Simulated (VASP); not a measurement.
Consider the following.

```
RhTe
1.0
    3.99764     0.00000     0.00000
   -1.99882     3.46205     0.00000
    0.00000     0.00000     7.35867
Rh Te
2 2
Cartesian
  0.00000   2.30804   0.07951
  1.99882   1.15402   3.75884
  0.00000   2.30804   2.68000
  1.99882   1.15402   6.35933
```

All values below come from PBE GGA, VASP's PBE PAW potentials (set 64) (plane waves; VASP). Run with 400 eV cut-off, 10×10×5 Γ-centred mesh, tetrahedra with Blöchl corrections, potentials Rh_pv Te.

Unless said otherwise, spin-orbit coupling is left out, though it shifts the bands of the heavy elements here.

Problem. What does the run give for the energy per atom (σ→0), band gap (on the k-mesh) with the smallest direct gap where there is one?

Solution. 
| Property | Value |
|---|---|
| band gap (on the k-mesh) | none (metal, semimetal or under 0.01 eV) |
| energy per atom (σ→0) | -5.259 eV/atom |

The structure was generated: RhTe was put into the wurtzite type (P6_3mc), which need not be its known phase. It was relaxed first, which changed the volume by -25 %.
